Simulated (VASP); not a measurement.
**GaB: band structure with SCAN**

Crystal: GaB.

```
Ga B
1.0
     2.71824    0.00000    0.00000
     0.00000    2.71824    0.00000
     0.00000    0.00000    3.23621
Ga B
1 1
Direct
  0.50000 0.50000 0.50000
  0.00000 0.00000 0.00000
```

The cell was built by a generator and needn't be a form met in nature.

| Quantity | Value |
| --- | --- |
| Program | VASP 6.6.1 |
| Task | band structure |
| Functional | SCAN |
| Potentials or basis | VASP PAW PBE potentials, release 64 (Ga_d, B) |
| Cutoff | 520 eV |
| k mesh | 10 × 10 × 8 |
| Occupations | fermi-dirac, width 0.05 eV |
| Spin | no spin polarisation |
| Further INCAR settings | ALGO = Normal; EDIFF = 1e-06 |

```yaml
Pressure: -3.8 GPa
Band_gap_along_the_path: none (metal or under the smearing width)
```

Stress tensor (GPa, compression positive):
```
-4.42  0.00  0.00
 0.00 -4.42  0.00
 0.00  0.00 -2.56
```

Levels at the corners of the path, in eV from the Fermi level:
| point | band 4 | band 5 | band 6 | band 7 | band 8 | band 9 | band 10 | band 11 | band 12 |
| --- | --- | --- | --- | --- | --- | --- | --- | --- | --- |
| Γ | -15.27 | -15.21 | -14.14 | -1.79 | 2.01 | 3.02 | 3.02 | 9.65 | 9.76 |
| X | -15.33 | -15.25 | -9.20 | -8.67 | 2.06 | 5.63 | 5.78 | 5.78 | 6.00 |
| X | -15.33 | -15.25 | -9.20 | -8.67 | 2.06 | 5.63 | 5.78 | 5.78 | 6.00 |
| M | -15.33 | -15.05 | -4.80 | -4.80 | -3.76 | -1.92 | 3.58 | 8.15 | 8.15 |
| M | -15.33 | -15.05 | -4.80 | -4.80 | -3.76 | -1.92 | 3.58 | 8.15 | 8.15 |
| Γ | -15.27 | -15.21 | -14.14 | -1.79 | 2.01 | 3.02 | 3.02 | 9.65 | 9.76 |
| Γ | -15.27 | -15.21 | -14.14 | -1.79 | 2.01 | 3.02 | 3.02 | 9.65 | 9.76 |
| Z | -15.32 | -15.21 | -10.49 | -10.49 | 4.82 | 4.82 | 8.61 | 10.15 | 10.15 |
| Z | -15.32 | -15.21 | -10.49 | -10.49 | 4.82 | 4.82 | 8.61 | 10.15 | 10.15 |
| R | -15.28 | -15.16 | -5.81 | -5.63 | -5.43 | -4.42 | 6.07 | 10.87 | 12.80 |
| R | -15.28 | -15.16 | -5.81 | -5.63 | -5.43 | -4.42 | 6.07 | 10.87 | 12.80 |
| A | -15.17 | -15.05 | -2.14 | -1.37 | -1.37 | -0.36 | -0.02 | -0.02 | 1.59 |
| A | -15.17 | -15.05 | -2.14 | -1.37 | -1.37 | -0.36 | -0.02 | -0.02 | 1.59 |
| Z | -15.32 | -15.21 | -10.49 | -10.49 | 4.82 | 4.82 | 8.61 | 10.15 | 10.15 |
| X | -15.33 | -15.25 | -9.20 | -8.67 | 2.06 | 5.63 | 5.78 | 5.78 | 6.00 |
| R | -15.28 | -15.16 | -5.81 | -5.63 | -5.43 | -4.42 | 6.07 | 10.87 | 12.80 |
| M | -15.33 | -15.05 | -4.80 | -4.80 | -3.76 | -1.92 | 3.58 | 8.15 | 8.15 |
| A | -15.17 | -15.05 | -2.14 | -1.37 | -1.37 | -0.36 | -0.02 | -0.02 | 1.59 |

Wall time 3.3 min on 1 thread of AMD EPYC 7R13 Processor (Zen 3), on a shared host, peak memory 0.14 GiB.

Caveat: the PAW data sets were made with another functional, which shifts forces and pressure a little.
